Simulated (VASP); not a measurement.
Method: PBE GGA with D4 dispersion, VASP's PBE PAW potentials (set 64) (plane waves; VASP).

VASP input:

**POSCAR**
```
Ho
1
    1.8082921903    -3.1320540036     0.0000000000
    1.8082921903     3.1320540036     0.0000000000
    0.0000000000     0.0000000000     5.5674605459
Ho
2
Direct
  0.3333330000   0.6666670000   0.2500000000
  0.6666670000   0.3333330000   0.7500000000
```

KPOINTS:
```
Automatic mesh
0
Gamma
12 12 7
0 0 0
```

**INCAR**
```
SIGMA = 0.1   # width (eV)
EDIFF = 1E-7
LREAL = F   # projection in real space or not
NSW = 30
IVDW = 13   # D4
GGA = PE   # PBE
PREC = Accurate
SYSTEM = Ho
LASPH = T   # aspherical one-centre terms
ISMEAR = 1   # Methfessel-Paxton
ENCUT = 520   # plane-wave cut-off (eV)
ALGO = Normal
LWAVE = F
NELM = 100
LMAXMIX = 6
ISIF = 4
IBRION = 2
LCHARG = F
EDIFFG = -0.01   # ionic stop
```

POTCAR, in this order: Ho_3 (PBE.64 set). Program: vasp_std.

What VASP printed:

File OSZICAR:
```
       N       E                     dE             d eps       ncg     rms          rms(c)
DAV:   1     0.857264550011E+02    0.85726E+02   -0.83533E+03  2234   0.128E+03
DAV:   2    -0.404616511980E+01   -0.89773E+02   -0.88169E+02  2870   0.550E+02
DAV:   3    -0.878353244558E+01   -0.47374E+01   -0.45700E+01  3272   0.935E+01
DAV:   4    -0.900718700804E+01   -0.22365E+00   -0.19145E+00  3353   0.131E+01
DAV:   5    -0.901345671200E+01   -0.62697E-02   -0.55613E-02  3340   0.235E+00    0.242E+01
DAV:   6    -0.901328592305E+01    0.17079E-03   -0.27589E-02  3337   0.214E+00    0.144E+01
DAV:   7    -0.902142871561E+01   -0.81428E-02   -0.48174E-02  3191   0.297E+00    0.299E-01
DAV:   8    -0.902114959962E+01    0.27912E-03   -0.29266E-03  2912   0.587E-01    0.628E-02
DAV:   9    -0.902116895219E+01   -0.19353E-04   -0.22195E-04  3347   0.178E-01    0.336E-02
DAV:  10    -0.902116234690E+01    0.66053E-05   -0.30450E-05  3326   0.575E-02    0.452E-02
DAV:  11    -0.902116304477E+01   -0.69788E-06   -0.28001E-06  3177   0.167E-02    0.389E-03
DAV:  12    -0.902116325883E+01   -0.21406E-06   -0.19680E-07  1918   0.580E-03    0.138E-03
DAV:  13    -0.902116324513E+01    0.13708E-07   -0.47166E-08  1763   0.581E-03
   1 F= -.94111079E+01 E0= -.94100245E+01  d E =-.941111E+01
       N       E                     dE             d eps       ncg     rms          rms(c)
DAV:   1    -0.902332506006E+01   -0.21618E-02   -0.77300E-02  2920   0.252E+00    0.188E-01
DAV:   2    -0.902237618322E+01    0.94888E-03   -0.21903E-03  3172   0.602E-01    0.112E-01
DAV:   3    -0.902191995048E+01    0.45623E-03   -0.53704E-04  3483   0.222E-01    0.662E-02
DAV:   4    -0.902191735299E+01    0.25975E-05   -0.84312E-05  3128   0.756E-02    0.274E-02
DAV:   5    -0.902191733342E+01    0.19561E-07   -0.38261E-06  3616   0.215E-02    0.407E-03
DAV:   6    -0.902191722854E+01    0.10489E-06   -0.17804E-07  2130   0.413E-03    0.669E-04
DAV:   7    -0.902191720859E+01    0.19945E-07   -0.26174E-08  1498   0.360E-03
   2 F= -.94118451E+01 E0= -.94108518E+01  d E =-.737251E-03
       N       E                     dE             d eps       ncg     rms          rms(c)
DAV:   1    -0.902329755209E+01   -0.13803E-02   -0.62642E-02  2900   0.226E+00    0.169E-01
DAV:   2    -0.902252043925E+01    0.77711E-03   -0.17775E-03  3170   0.544E-01    0.102E-01
DAV:   3    -0.902214801211E+01    0.37243E-03   -0.43820E-04  3483   0.200E-01    0.607E-02
DAV:   4    -0.902214564539E+01    0.23667E-05   -0.67430E-05  3104   0.679E-02    0.248E-02
DAV:   5    -0.902214562103E+01    0.24356E-07   -0.35093E-06  3627   0.210E-02    0.383E-03
DAV:   6    -0.902214553324E+01    0.87793E-07   -0.12022E-07  1840   0.358E-03
   3 F= -.94120577E+01 E0= -.94111864E+01  d E =-.949828E-03
```

File OUTCAR:
```
------------------------ aborting loop because EDIFF is reached ----------------------------------------
  Edisp (eV):   -0.38991
  FORCE on cell =-STRESS in cart. coord.  units (eV):
  Direction    XX          YY          ZZ          XY          YZ          ZX
  --------------------------------------------------------------------------------------
  Total      -0.42834    -0.42834    -0.42790     0.00000    -0.00000    -0.00000
  in kB     -10.88211   -10.88211   -10.87099     0.00000    -0.00000    -0.00000
  external pressure =      -10.88 kB  Pullay stress =        0.00 kB
  volume of cell :       63.06
      direct lattice vectors                 reciprocal lattice vectors
     1.801421044 -3.120152827 -0.000000000     0.277558654 -0.160248561  0.000000000
     1.801421044  3.120152827  0.000000000     0.277558654  0.160248561 -0.000000000
     0.000000000  0.000000000  5.610013392     0.000000000 -0.000000000  0.178252694
 POSITION                                       TOTAL-FORCE (eV/Angst)
 -----------------------------------------------------------------------------------
      1.80142      1.04005      1.40250        -0.000000     -0.000000      0.000000
      1.80142     -1.04005      4.20751         0.000000      0.000000      0.000000
 -----------------------------------------------------------------------------------
    total drift:                                0.000000      0.000091     -0.000011
  FREE ENERGIE OF THE ION-ELECTRON SYSTEM (eV)
  ---------------------------------------------------
  free  energy   TOTEN  =        -9.4120577036 eV

  energy  without entropy=       -9.4094439317  energy(sigma->0) =       -9.41118645

 reached required accuracy - stopping structural energy minimisation
```
(Selected blocks of OUTCAR.)

### CONTCAR
```
Ho
   1.00000000000000
     1.8014210443121721   -3.1201528269139418   -0.0000000000000000
     1.8014210443121721    3.1201528269139418    0.0000000000000000
     0.0000000000000000    0.0000000000000000    5.6100133915537826
  Ho
     2
Direct
     0.3333330000000032    0.6666669999999968    0.2500000000000000
     0.6666669999999968    0.3333330000000032    0.7500000000000000
```

File OUTCAR:
```
 val. band max:        2.9203192844   @ k =   0.4167   0.0833   0.4286

 cond. band min:       2.9333369819   @ k =   0.1667   0.0833   0.1429


 Fermi energy:         2.9326539797

 k-point     1 :       0.0000    0.0000    0.0000
  band No.  band energies     occupation
      1     -21.3955      2.00000
      2     -20.8823      2.00000
      3     -20.8823      2.00000
      4     -20.7795      2.00000
      5     -20.7795      2.00000
      6     -20.7314      2.00000
      7      -2.3383      2.00000
      8       0.7609      2.00000
      9       4.0699     -0.00000
     10       4.8000     -0.00000
     11       4.8000     -0.00000
     12       5.2265      0.00000
     13       5.5100      0.00000

 k-point     2 :       0.0833    0.0000    0.0000
  band No.  band energies     occupation
      1     -21.3820      2.00000
      2     -20.9089      2.00000
      3     -20.8916      2.00000
      4     -20.8078      2.00000
      5     -20.7828      2.00000
      6     -20.7381      2.00000
      7      -2.1760      2.00000
      8       0.9191      2.00000
      9       3.8890     -0.00000
     10       4.4081     -0.00000
     11       4.9542      0.00000
     12       5.3093      0.00000
     13       5.5262      0.00000

 k-point     3 :       0.1667    0.0000    0.0000
  band No.  band energies     occupation
      1     -21.3434      2.00000
      2     -20.9817      2.00000
      3     -20.9161      2.00000
      4     -20.8834      2.00000
      5     -20.7927      2.00000
      6     -20.7581      2.00000
      7      -1.7106      2.00000
      8       1.3440      2.00000
      9       3.4385     -0.00000
     10       3.8056     -0.00000
     11       4.8761     -0.00000
     12       5.3563      0.00000
     13       5.4236      0.00000

 k-point     4 :       0.2500    0.0000    0.0000
  band No.  band energies     occupation
      1     -21.2851      2.00000
      2     -21.0816      2.00000
      3     -20.9822      2.00000
...
```

The 4f electrons are frozen in the core of the lanthanide potential, so 4f levels, which can set the real gap, and their magnetism are missing.

The compound is Ho in the hcp structure. This cell is one point of a volume scan, at 1.03 of the reference volume. Symmetry was kept, so distortions that lower it aren't found.
